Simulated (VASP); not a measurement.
Given:

```yaml
crystal:
  lattice:
    - [3.99685, 0.00000, 0.00000]
    - [-1.99843, 3.46138, 0.00000]
    - [0.00000, 0.00000, 3.87535]
  atoms:
    - { symbol: Tb, position: [0.00000, 0.00000, 0.50000] }
    - { symbol: Ni, position: [0.33333, 0.66667, 0.00000] }
    - { symbol: As, position: [0.66667, 0.33333, 0.00000] }
```

Method: PBEsol GGA with spin-orbit coupling, VASP's PBE PAW potentials (set 64) (plane waves; VASP 6.6.1). Run with 400 eV cut-off, 8×8×7 Γ-centred mesh, Gaussian smearing of 0.050 eV, potentials Tb_3 Ni As.

The 4f electrons are frozen in the core of the lanthanide potential, so 4f levels, which can set the real gap, and their magnetism are missing.

Q: Give the energies of bands 15 to 28 at the high-symmetry points, in eV from the Fermi level.

A: 
```
band      Γ      M      K      A      L      H
----  -----  -----  -----  -----  -----  -----
15    -1.71  -2.54  -2.29  -2.05  -1.92  -2.12
16    -1.71  -2.54  -2.12  -2.05  -1.92  -2.10
17    -1.63  -1.92  -2.11  -1.98  -1.75  -2.03
18    -1.63  -1.92  -2.09  -1.98  -1.75  -1.95
19    -0.93  -1.85  -1.63  -1.22  -1.69  -1.67
20    -0.93  -1.85  -1.63  -1.22  -1.69  -1.52
21    -0.09  -0.88  -1.42   1.56  -1.25  -1.31
22    -0.09  -0.88  -1.30   1.56  -1.25  -1.28
23     0.00  -0.28   0.42   1.61  -0.81  -0.91
24     0.00  -0.28   0.46   1.61  -0.81  -0.84
25     0.34   0.48   1.18   1.91  -0.43  -0.08
26     0.34   0.48   1.26   1.91  -0.43   0.05
27     1.84   3.66   2.51   1.98   3.57   4.09
28     1.84   3.66   2.63   1.98   3.57   4.17
```

It has no gap at this level: it comes out as a metal or semimetal.

The structure comes from a computed database's TbNiAs entry (P-6m2); how it stands against other phases isn't given here. It was relaxed first.
